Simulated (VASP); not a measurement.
Given:

```
CELL_PARAMETERS angstrom
      0.00000     2.69865     2.69477
      2.70281     0.00000     2.69477
      2.70281     2.69865     0.00000
ATOMIC_POSITIONS crystal
  K  0.00000 0.00000 0.00000
  F  0.49613 0.50387 0.50387
```

Calculation: PBE GGA, VASP's PBE PAW potentials (set 64) (plane waves; VASP). Run with 575 eV cut-off, 8×8×8 Γ-centred mesh, Gaussian smearing of 0.050 eV, potentials K_sv F.

What does the run give for the energy per atom (σ→0), band gap (on the k-mesh) with the smallest direct gap where there is one?

The band gap (on the k-mesh) is 6.01 eV and the smallest direct gap (on the k-mesh) is 6.01 eV. The energy per atom (σ→0) is -4.149 eV/atom.

Total energies compare only between runs with the same potentials, cut-off and functional.

The compound is KF in the rock salt structure. The cell was not relaxed at this level, atoms are displaced from their ideal sites. The run is one of a series of settings (ENCUT = 575 against the base run), some of them coarse on purpose.
